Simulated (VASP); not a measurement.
# Al2Pt: structure and properties in VASP, part 5 of 5

What structure does Al2Pt take at this level, and what are its properties? The start is a cell from a database of measured crystal structures.

VASP 6.6.1; revPBE; plane waves and PAW (Pt, Al).

Still holding for the runs below: Spin-orbit coupling is off here; with elements this heavy it splits and shifts levels by tenths of an eV or more.

So far. Step 22 (Volume scan with revPBE, volume scale 1.06 (run 2)): The run ends at a pressure of -6.41 GPa. Step 24 (Fit for revPBE): The fitted volume lies +0.04 % from the relaxed one. The relaxed cell has a = 5.969 Å (conventional setting).

The database entry behind the starting cell differs from later determinations by our own check (0.1 to 0.3 % short, probably kX units), so it need not match the best structure at ambient conditions.

## 25. Independent-particle dielectric function (revPBE)

This step: revPBE; plane waves and PAW (Pt, Al) (VASP 6.6.1).

LOPTICS sums transitions from filled to empty bands. The mesh is finer than in the run before. NBANDS is raised for it.

INCAR reads:

```
SYSTEM = Al2Pt
PREC = Accurate
ENCUT = 400
EDIFF = 1E-06
NELM = 100
ISMEAR = 0
SIGMA = 0.05
LREAL = .FALSE.
ALGO = Normal
GGA = RE
NBANDS = 32
LORBIT = 11
LWAVE = .FALSE.
LCHARG = .FALSE.
LOPTICS = .TRUE.
NEDOS = 1500
CSHIFT = 0.1
```

POSCAR reads:

```
Al2Pt
1.0
    0.0000000000      2.9842601857      2.9842601857
    2.9842601857      0.0000000000      2.9842601857
    2.9842601857      2.9842601857      0.0000000000
Pt Al
1 2
Direct
    0.0000000000      0.0000000000      0.0000000000
    0.7500000000      0.7500000000      0.7500000000
    0.2500000000      0.2500000000      0.2500000000
```

KPOINTS reads:

```
Automatic mesh
0
Gamma
10 10 10
0 0 0
```

The projector-augmented-wave data sets are Pt and Al (PBE family, release 64).

The run is started by

```console
mpirun -np 1 vasp_std
```

Output:

```text
[... set-up lines as in an earlier step ...]
 entering main loop
       N       E                     dE             d eps       ncg     rms          rms(c)
DAV:   1     0.487650145795E+02    0.48765E+02   -0.46654E+03  3024   0.337E+02
DAV:   2    -0.140272474609E+02   -0.62792E+02   -0.54067E+02  3824   0.959E+01
DAV:   3    -0.158249329717E+02   -0.17977E+01   -0.17828E+01  3672   0.145E+01
DAV:   4    -0.158394043011E+02   -0.14471E-01   -0.14470E-01  3552   0.145E+00
DAV:   5    -0.158396410795E+02   -0.23678E-03   -0.23678E-03  3808   0.187E-01    0.811E+00
DAV:   6    -0.154461280931E+02    0.39351E+00   -0.72948E-01  3568   0.552E+00    0.244E+00
DAV:   7    -0.153726176239E+02    0.73510E-01   -0.57901E-02  3448   0.156E+00    0.169E+00
DAV:   8    -0.153476695611E+02    0.24948E-01   -0.24437E-02  3520   0.743E-01    0.246E-01
DAV:   9    -0.153480122397E+02   -0.34268E-03   -0.67457E-04  3752   0.109E-01    0.146E-01
DAV:  10    -0.153482411547E+02   -0.22892E-03   -0.16837E-04  3400   0.434E-02    0.110E-02
DAV:  11    -0.153482570015E+02   -0.15847E-04   -0.11206E-05  3696   0.124E-02    0.857E-03
DAV:  12    -0.153482607351E+02   -0.37336E-05   -0.57605E-06  3376   0.767E-03    0.944E-04
DAV:  13    -0.153482607959E+02   -0.60772E-07   -0.78067E-08  3224   0.107E-03
   1 F= -.15348261E+02 E0= -.15347414E+02  d E =-.169427E-02
 optical routines
 imaginary and real dielectric function
 recalculating local potential from charge density
 direction            1
 direction            2
 direction            3
```

The job ended after 61 s (1 MPI rank of Intel Xeon Platinum 8488C (Sapphire Rapids), shared host; peak memory 0.21 GiB).

OUTCAR, selected parts (step 25):

```text
   k-points           NKPTS =     47   k-points in BZ     NKDIM =     47   number of bands    NBANDS=     32

   NELECT =      16.0000    total number of electrons

 E-fermi :   7.5887

 k-point     1 :       0.0000    0.0000    0.0000
  band No.  band energies     occupation
    ...
      2       2.7241      2.00000
      3       2.7241      2.00000
      4       2.7241      2.00000
      5       4.0460      2.00000
      6       4.0460      2.00000
      7      10.4545      0.00000
      8      11.4155      0.00000
      9      11.4155      0.00000
     10      11.4155      0.00000
     11      12.8789      0.00000
    ...

  Total       -0.0174762     -0.0174762     -0.0174762      0.0000000      0.0000000      0.0000000
  in kB       -0.5267660     -0.5267660     -0.5267660      0.0000000      0.0000000      0.0000000
  external PRESSURE =      -0.5267660 kB  Pullay stress =       0.0000000 kB

 POSITION                                       TOTAL-FORCE (eV/Angst)
 -----------------------------------------------------------------------------------
      0.00000      0.00000      0.00000         0.000000      0.000000      0.000000
      4.47639      4.47639      4.47639        -0.000000     -0.000000     -0.000000
      1.49213      1.49213      1.49213        -0.000000     -0.000000      0.000000
 -----------------------------------------------------------------------------------
    total drift:                               -0.000000     -0.000000      0.000000

  FREE ENERGIE OF THE ION-ELECTRON SYSTEM (eV)
  ---------------------------------------------------
  free  energy   TOTEN  =       -15.3482607959 eV

  energy  without entropy=      -15.3465665290  energy(sigma->0) =      -15.34741366

 plasma frequency squared (from intraband transitions) (eV^2)
  --------------------------------------------------------------------------------------
      64.215       0.000      -0.000
       0.000      64.215       0.000
      -0.000       0.000      64.215

[... 7 parts as in an earlier step ...]

[... 9 further parts left out ...]
```

These are independent-particle spectra without excitons or local fields, and fine structure depends on the mesh and on CSHIFT. The intraband (Drude) part is not in this spectrum.

Numbers from this step:

| Item | Value |
| --- | --- |
| bands | 32 |
| irreducible k-points | 47 |
| free energy (TOTEN) | -15.35 eV |
| energy at zero smearing | -15.35 eV |
| Fermi energy | 7.589 eV |
| pressure | -0.05268 GPa |

The imaginary dielectric function, xx has structure finer than the step of the table below, so its rows give means over 1 eV, whole bins alone (the curve runs from 0 to 25.0 eV). Peaks (eV: height): 0.8: 45.1, 3.8: 13.7.

Table of imaginary dielectric function, xx by photon energy; means over each step:

```csv
photon energy (eV),"imaginary dielectric function, xx"
1,21.5
2,4.59
3,4.69
4,11.7
5,5.67
6,3.65
7,3.86
8,5.22
9,3.27
10,2.82
11,2.14
12,1.55
13,1.26
14,0.948
15,0.779
16,0.777
17,0.699
18,0.626
19,0.647
20,0.463
21,0.507
22,0.443
23,0.387
24,0.337
```

Real dielectric function, xx against photon energy:

```
photon energy (eV)  real dielectric function, xx
                 0                          29.5
                 1                         -6.65
                 2                          2.75
                 3                          7.25
                 4                          3.14
                 5                         -1.17
                 6                         0.735
                 7                          1.28
                 8                          1.34
                 9                         -1.07
                10                        -0.866
                11                         -1.12
                12                        -0.743
                13                        -0.454
                14                        -0.331
                15                        0.0363
                16                         0.106
                17                         0.257
                18                         0.168
                19                         0.214
                20                         0.268
                21                         0.372
                22                         0.309
                23                         0.366
                24                         0.390
```

## 26. Outcome

```
relaxed volume                            : 17.72 Å³/atom
relaxed conventional cell a, b, c         : 5.969, 5.969, 5.969 Å
space group after relaxing, within 0.02 Å : Fm-3m (No. 225)
band gap                                  : none, a metal
DOS at the Fermi level                    : 1.26 states/eV/cell
bulk modulus from the fit                 : 125 GPa
volume from the fit                       : 17.7 Å³/atom
highest zone-centre mode                  : 280 cm⁻¹
```

What this shows: With revPBE, Al2Pt relaxes to 17.72 Å³/atom in space group Fm-3m (held by the symmetry of the run), comes out as a metal and has a bulk modulus of 125 GPa. Against the listed cell the volume lies +3.0 %. Band structure (revPBE): Of the bands kept, 3 cross the Fermi level on this path. Vibrations at Γ (revPBE): The highest mode in this list at Γ, 280.4 cm⁻¹, is mostly motion of Al (100 % of the kinetic energy). Spin-orbit coupling is left out, and with elements this heavy it would split and shift bands near the Fermi level. The k-sampling is coarse for a metal, so the Fermi level, pressures and the shape of the cell carry errors. Modes at Γ alone can't show that the crystal is stable at other wave vectors. No search among competing phases was made, and a listed structure need not be the one stable at ambient conditions. All values are for a static lattice at zero temperature.

[Lines on the potential files, build, host, timing and source positions are cut from VASP's logs without a mark.]

[Logs are printed without paths, hosts, clocks, repeated set-up lines and the standing remarks that a program may print on its own settings, such as how far it seeks lower states.]

[Hosts, paths, dates, database ids (printed as entryN), source tags and the programs' standing remarks are cut or masked in the printed files.]

[A measured line is paired with the nearest computed mode of its activity, which favours agreement.]
